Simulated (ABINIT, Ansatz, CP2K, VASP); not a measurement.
# One calculation of WS, 4 ways

```
W S
1.0
     3.00789    0.00000    0.00000
     0.00000    3.00789    0.00000
     0.00000    0.00000    3.00789
W S
1 1
Direct
  0.49262 0.50206 0.49570
  0.99063 0.98998 0.00887
```

The cell comes from a database or a generator and needn't be the stable form of this composition.

Atoms were shifted at random by some hundredths of an Å from the given cell, which wasn't relaxed again for these runs.

Alike in all runs: task single point; functional PBE; k mesh 9 × 9 × 9; occupations fermi-dirac, width 0.05 eV; no spin polarisation; no spin-orbit coupling. Pressure is positive in compression and, in plane waves, holds the error of the finite cutoff, which Ansatz's Pulay term estimates and takes out.

```
                                                    program and potentials  plane-wave cutoff (eV)                             notes  pressure (GPa)  largest force (eV/Å)  energy over the undisturbed cell (meV/atom)
                                                  ABINIT, JTH PAW PBE v2.0                     544                                 -            0.42                 0.197                                         2.69
CP2K, POTENTIAL_UZH W GTH-PBE-q14, S GTH-PBE-q6; TZVP-MOLOPT-PBE-GTH basis                       -                      atomic basis           -1.12                 0.200                                         2.75
                                       VASP, PBE PAW files S, W_sv, 520 eV                     520                                 -            1.04                 0.201                                            -
                                     Ansatz, Ansatz PAW (earlier soft set)                     420  Pulay term of +0.08 GPa included            0.66                 0.199                                         2.69
```

Force on atom 1 (W), eV/Å:

| program and potentials | x | y | z |
| --- | --- | --- | --- |
| ABINIT, JTH PAW PBE v2.0 | -0.020 | -0.133 | 0.144 |
| CP2K, POTENTIAL_UZH W GTH-PBE-q14, S GTH-PBE-q6; TZVP-MOLOPT-PBE-GTH basis | -0.022 | -0.134 | 0.147 |
| VASP, PBE PAW files S, W_sv, 520 eV | -0.022 | -0.135 | 0.148 |
| Ansatz, Ansatz PAW (earlier soft set) | -0.021 | -0.134 | 0.146 |

The pressure spans -1.12 (CP2K, POTENTIAL_UZH W GTH-PBE-q14, S GTH-PBE-q6; TZVP-MOLOPT-PBE-GTH basis) to 1.04 GPa (VASP, PBE PAW files S, W_sv, 520 eV). The pressure on the cell as given of CP2K, POTENTIAL_UZH W GTH-PBE-q14, S GTH-PBE-q6; TZVP-MOLOPT-PBE-GTH basis lies far from the others; the cause wasn't traced. Rows in atomic bases carry the error of their basis and grid, which can be large.

Differences between rows come from potentials, basis sets and numerical settings, since the functional is the same but for its coding. Runs on potential files found faulty are left out.
